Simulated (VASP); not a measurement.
W (relaxed from the beta-Sn structure, space group I4_1/amd): computed properties

Computed with r2SCAN meta-GGA, VASP's PBE PAW potentials (set 64) (plane waves; VASP).

```json
{
  "space_group": "I4_1/amd (141)",
  "cell": "a = 5.097 Å, b = 5.097 Å, c = 2.681 Å, α = 90.00°, β = 90.00°, γ = 90.00°",
  "volume_per_atom": "17.41 Å³/atom",
  "band gap (over mesh and band path)": "none (metal, semimetal or under 0.01 eV)",
  "density": "17.54 g/cm³"
}
```

```cif
data_W4
_chemical_formula_sum 'W4'
_space_group_name_H-M_alt 'I41/amd :1'
_space_group_IT_number 141
_space_group_name_Hall 'I 4bw 2bw -1bw'
_cell_length_a 5.09675
_cell_length_b 5.09675
_cell_length_c 2.68068
_cell_angle_alpha 90.000
_cell_angle_beta 90.000
_cell_angle_gamma 90.000
loop_
_atom_site_label
_atom_site_type_symbol
_atom_site_symmetry_multiplicity
_atom_site_Wyckoff_symbol
_atom_site_fract_x
_atom_site_fract_y
_atom_site_fract_z
_atom_site_occupancy
W1 W 4 a 0.00000 0.00000 0.00000 1
```
(The calculation used a cell of 2 atoms; values per cell refer to that cell.)

Unless said otherwise, spin-orbit coupling is left out, though it shifts the bands of the heavy elements here.

The structure was generated: W was put into the beta-Sn type (I4_1/amd), which need not be its known phase. It was relaxed first, which changed the volume by +5 %. Symmetry was kept, so distortions that lower it aren't found.
